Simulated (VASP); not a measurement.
Method: r2SCAN meta-GGA, VASP's PBE PAW potentials (set 64) (plane waves; VASP 6.6.1).

VASP input:

KPOINTS:
```
Regular mesh
0
G
6 6 3
0 0 0
```

File POSCAR:
```
N
1
    3.7855238019     0.0000000000    -0.0000000000
   -1.8927619010     3.2783597470     0.0000000000
   -0.0000000000     0.0000000000     7.1370362028
N
4
Direct
  0.3333330000   0.6666670000   0.3275421738
  0.6666670000   0.3333330000   0.6724578262
  0.6666670000   0.3333330000   0.8275421738
  0.3333330000   0.6666670000   0.1724578262
```

### INCAR
```
LWAVE = .FALSE.
LASPH = .TRUE.   # aspherical one-centre terms
ISMEAR = 0   # Gaussian
EDIFFG = -0.02   # ionic stop
IBRION = 2
PREC = Accurate
NELM = 100   # most electronic steps
ENCUT = 520   # plane-wave cut-off (eV)
ISIF = 3
ALGO = Normal
LCHARG = .FALSE.
SIGMA = 0.05
LREAL = .FALSE.
EDIFF = 1E-6   # SCF stop (eV)
LMIXTAU = .TRUE.
NSW = 60   # most ionic steps
SYSTEM = N
METAGGA = R2SCAN
```

POTCAR, in this order: N (PBE.64 set). Program: vasp_std.

Output

OSZICAR:
```
...
       N       E                     dE             d eps       ncg     rms          rms(c)
DAV:   1    -0.364456743298E+02   -0.65950E-02   -0.11785E-01   392   0.344E+00    0.199E-01
DAV:   2    -0.364427930192E+02    0.28813E-02   -0.45478E-03   392   0.658E-01    0.141E-01
DAV:   3    -0.364441451147E+02   -0.13521E-02   -0.33086E-03   464   0.620E-01    0.544E-02
DAV:   4    -0.364437854998E+02    0.35961E-03   -0.18073E-03   392   0.483E-01    0.195E-02
DAV:   5    -0.364446689552E+02   -0.88346E-03   -0.13668E-03   392   0.445E-01    0.537E-03
DAV:   6    -0.364450400520E+02   -0.37110E-03   -0.19680E-04   392   0.179E-01    0.435E-03
DAV:   7    -0.364450885814E+02   -0.48529E-04   -0.21650E-05   392   0.576E-02    0.308E-03
DAV:   8    -0.364450841118E+02    0.44696E-05   -0.48121E-06   392   0.300E-02    0.858E-04
DAV:   9    -0.364450898826E+02   -0.57708E-05   -0.14096E-06   280   0.141E-02    0.619E-04
DAV:  10    -0.364450884102E+02    0.14724E-05   -0.14787E-07   196   0.516E-03    0.598E-04
DAV:  11    -0.364450901545E+02   -0.17444E-05   -0.85170E-08   196   0.357E-03    0.142E-04
DAV:  12    -0.364450913052E+02   -0.11507E-05   -0.49912E-08   196   0.309E-03    0.789E-05
DAV:  13    -0.364450914798E+02   -0.17457E-06   -0.63148E-09   196   0.927E-04
   3 F= -.36445091E+02 E0= -.36445091E+02  d E =-.368903E-04
       N       E                     dE             d eps       ncg     rms          rms(c)
DAV:   1    -0.364455367034E+02   -0.44540E-03   -0.34830E-02   392   0.167E+00    0.100E-01
DAV:   2    -0.364454579235E+02    0.78780E-04   -0.40617E-04   398   0.206E-01    0.556E-02
DAV:   3    -0.364452633296E+02    0.19459E-03   -0.30030E-04   434   0.206E-01    0.101E-02
DAV:   4    -0.364453315042E+02   -0.68175E-04   -0.36093E-04   392   0.267E-01    0.470E-03
DAV:   5    -0.364453578214E+02   -0.26317E-04   -0.21592E-04   392   0.207E-01    0.268E-03
DAV:   6    -0.364453978073E+02   -0.39986E-04   -0.80747E-05   392   0.124E-01    0.171E-03
DAV:   7    -0.364453861507E+02    0.11657E-04   -0.53216E-06   422   0.274E-02    0.146E-03
DAV:   8    -0.364454002617E+02   -0.14111E-04   -0.10178E-05   392   0.439E-02    0.363E-04
DAV:   9    -0.364453989376E+02    0.13241E-05   -0.10468E-06   268   0.144E-02    0.148E-04
DAV:  10    -0.364453993839E+02   -0.44624E-06   -0.13023E-07   196   0.432E-03
   4 F= -.36445399E+02 E0= -.36445399E+02  d E =-.307904E-03
       N       E                     dE             d eps       ncg     rms          rms(c)
DAV:   1    -0.364474557723E+02   -0.20568E-02   -0.31306E-01   392   0.500E+00    0.300E-01
DAV:   2    -0.364468625263E+02    0.59325E-03   -0.36573E-03   392   0.614E-01    0.167E-01
DAV:   3    -0.364444498169E+02    0.24127E-02   -0.30747E-03   410   0.684E-01    0.304E-02
DAV:   4    -0.364454983756E+02   -0.10486E-02   -0.36236E-03   392   0.848E-01    0.140E-02
DAV:   5    -0.364458729602E+02   -0.37458E-03   -0.18224E-03   392   0.601E-01    0.784E-03
DAV:   6    -0.364461878302E+02   -0.31487E-03   -0.75399E-04   392   0.383E-01    0.538E-03
DAV:   7    -0.364461032573E+02    0.84573E-04   -0.38877E-05   428   0.729E-02    0.446E-03
DAV:   8    -0.364462414479E+02   -0.13819E-03   -0.89197E-05   392   0.129E-01    0.106E-03
DAV:   9    -0.364462387297E+02    0.27182E-05   -0.11111E-05   398   0.457E-02    0.559E-04
DAV:  10    -0.364462401470E+02   -0.14173E-05   -0.79693E-07   268   0.119E-02    0.385E-04
DAV:  11    -0.364462401071E+02    0.39902E-07   -0.50943E-08   196   0.246E-03
   5 F= -.36446240E+02 E0= -.36446240E+02  d E =-.114863E-02
       N       E                     dE             d eps       ncg     rms          rms(c)
DAV:   1    -0.364524214378E+02   -0.61813E-02   -0.12492E+00   392   0.999E+00    0.600E-01
DAV:   2    -0.364504884337E+02    0.19330E-02   -0.14641E-02   392   0.122E+00    0.332E-01
DAV:   3    -0.364412748339E+02    0.92136E-02   -0.12688E-02   422   0.138E+00    0.624E-02
DAV:   4    -0.364432827463E+02   -0.20079E-02   -0.14842E-02   392   0.169E+00    0.277E-02
DAV:   5    -0.364467206872E+02   -0.34379E-02   -0.69026E-03   392   0.116E+00    0.148E-02
DAV:   6    -0.364471840370E+02   -0.46335E-03   -0.31367E-03   392   0.777E-01    0.116E-02
DAV:   7    -0.364469627730E+02    0.22126E-03   -0.12024E-04   458   0.126E-01    0.928E-03
DAV:   8    -0.364476443434E+02   -0.68157E-03   -0.42184E-04   392   0.276E-01    0.210E-03
DAV:   9    -0.364476428665E+02    0.14769E-05   -0.43135E-05   398   0.885E-02    0.121E-03
DAV:  10    -0.364476463597E+02   -0.34932E-05   -0.35837E-06   392   0.247E-02    0.972E-04
DAV:  11    -0.364476463286E+02    0.31077E-07   -0.18697E-07   196   0.562E-03
   6 F= -.36447646E+02 E0= -.36447646E+02  d E =-.255485E-02
       N       E                     dE             d eps       ncg     rms          rms(c)
DAV:   1    -0.364677528559E+02   -0.20106E-01   -0.49741E+00   392   0.199E+01    0.120E+00
DAV:   2    -0.364598873776E+02    0.78655E-02   -0.58949E-02   392   0.241E+00    0.661E-01
DAV:   3    -0.364292234100E+02    0.30664E-01   -0.53076E-02   404   0.297E+00    0.130E-01
DAV:   4    -0.364216720020E+02    0.75514E-02   -0.59401E-02   392   0.344E+00    0.543E-02
DAV:   5    -0.364505550070E+02   -0.28883E-01   -0.31312E-02   392   0.245E+00    0.294E-02
DAV:   6    -0.364447975091E+02    0.57575E-02   -0.13281E-02   392   0.160E+00    0.251E-02
DAV:   7    -0.364441666864E+02    0.63082E-03   -0.30142E-04   464   0.199E-01    0.197E-02
DAV:   8    -0.364491284430E+02   -0.49618E-02   -0.20960E-03   392   0.602E-01    0.556E-03
DAV:   9    -0.364491883687E+02   -0.59926E-04   -0.21357E-04   404   0.192E-01    0.321E-03
DAV:  10    -0.364491986447E+02   -0.10276E-04   -0.20248E-05   392   0.575E-02    0.249E-03
DAV:  11    -0.364492017800E+02   -0.31353E-05   -0.22207E-06   328   0.188E-02    0.164E-03
DAV:  12    -0.364492017886E+02   -0.86263E-08   -0.34562E-06   392   0.233E-02
   7 F= -.36449202E+02 E0= -.36449202E+02  d E =-.411031E-02
       N       E                     dE             d eps       ncg     rms          rms(c)
DAV:   1    -0.364414562645E+02    0.77455E-02   -0.37089E-01   392   0.563E+00    0.149E-01
DAV:   2    -0.364400990351E+02    0.13572E-02   -0.72662E-03   392   0.835E-01    0.113E-01
DAV:   3    -0.364414831570E+02   -0.13841E-02   -0.20465E-03   392   0.530E-01    0.641E-02
DAV:   4    -0.364402695782E+02    0.12136E-02   -0.26912E-03   392   0.667E-01    0.862E-03
DAV:   5    -0.364420675457E+02   -0.17980E-02   -0.79901E-04   392   0.363E-01    0.588E-03
DAV:   6    -0.364419882718E+02    0.79274E-04   -0.19667E-05   434   0.608E-02    0.368E-03
DAV:   7    -0.364421085651E+02   -0.12029E-03   -0.71657E-05   392   0.119E-01    0.131E-03
DAV:   8    -0.364421043653E+02    0.41998E-05   -0.45846E-06   464   0.257E-02    0.755E-04
DAV:   9    -0.364421041811E+02    0.18424E-06   -0.21311E-06   296   0.201E-02
   8 F= -.36442104E+02 E0= -.36442104E+02  d E =0.709761E-02
       N       E                     dE             d eps       ncg     rms          rms(c)
DAV:   1    -0.364486311550E+02   -0.65268E-02   -0.32617E-01   392   0.527E+00    0.137E-01
DAV:   2    -0.364480069240E+02    0.62423E-03   -0.60451E-03   392   0.747E-01    0.108E-01
DAV:   3    -0.364488214117E+02   -0.81449E-03   -0.11812E-03   392   0.397E-01    0.648E-02
DAV:   4    -0.364472346271E+02    0.15868E-02   -0.26324E-03   392   0.671E-01    0.842E-03
DAV:   5    -0.364492010828E+02   -0.19665E-02   -0.10369E-03   392   0.428E-01    0.591E-03
DAV:   6    -0.364491920598E+02    0.90230E-05   -0.10355E-05   458   0.400E-02    0.367E-03
DAV:   7    -0.364492240659E+02   -0.32006E-04   -0.29829E-05   392   0.757E-02    0.113E-03
DAV:   8    -0.364492298189E+02   -0.57529E-05   -0.75950E-06   416   0.320E-02    0.597E-04
DAV:   9    -0.364492314144E+02   -0.15956E-05   -0.76869E-07   268   0.121E-02    0.290E-04
DAV:  10    -0.364492307927E+02    0.62177E-06   -0.24666E-07   196   0.605E-03
   9 F= -.36449231E+02 E0= -.36449231E+02  d E =-.290040E-04
```

File OUTCAR:
```
------------------------ aborting loop because EDIFF is reached ----------------------------------------
  FORCE on cell =-STRESS in cart. coord.  units (eV):
  Direction    XX          YY          ZZ          XY          YZ          ZX
  --------------------------------------------------------------------------------------
  Total       -0.0322356     -0.0322356      0.0162746      0.0000000      0.0000000     -0.0000000
  in kB       -0.5855694     -0.5855693      0.2956334      0.0000000      0.0000000     -0.0000000
  external PRESSURE =      -0.2918351 kB  Pullay stress =       0.0000000 kB
  volume of cell :       88.20
      direct lattice vectors                 reciprocal lattice vectors
     3.715892078  0.000000000  0.000000000     0.269114382  0.155373262  0.000000000
    -1.857946039  3.218056907 -0.000000000    -0.000000000  0.310746525  0.000000000
     0.000000000 -0.000000000  7.375836855    -0.000000000  0.000000000  0.135577836
 POSITION                                       TOTAL-FORCE (eV/Angst)
 -----------------------------------------------------------------------------------
     -0.00000      2.14537      2.39756        -0.000000     -0.000000      0.009800
      1.85795      1.07268      4.97827        -0.000000      0.000000     -0.009800
      1.85795      1.07268      6.08548         0.000000      0.000000      0.009800
     -0.00000      2.14537      1.29035         0.000000      0.000000     -0.009800
 -----------------------------------------------------------------------------------
    total drift:                               -0.000809      0.000922      0.000000
  FREE ENERGIE OF THE ION-ELECTRON SYSTEM (eV)
  ---------------------------------------------------
  free  energy   TOTEN  =       -36.4492307927 eV

  energy  without entropy=      -36.4492307927  energy(sigma->0) =      -36.44923079

 reached required accuracy - stopping structural energy minimisation
```
(Selected blocks of OUTCAR.)

**CONTCAR**
```
N
   1.00000000000000
     3.7158920781002673    0.0000000000010617    0.0000000000000000
    -1.8579460390982945    3.2180569070493115   -0.0000000000000000
     0.0000000000000000   -0.0000000000000000    7.3758368550298794
  N
     4
Direct
     0.3333330000000032    0.6666669999999968    0.3250566576434418
     0.6666669999999968    0.3333330000000032    0.6749433423565582
     0.6666669999999968    0.3333330000000032    0.8250566576434418
     0.3333330000000032    0.6666669999999968    0.1749433423565581
```

The structure comes from a computed database's N entry (P6_3/mmc); how it stands against other phases isn't given here. This run relaxes it. Symmetry was kept, so distortions that lower it aren't found. The start is the result of an earlier pass.
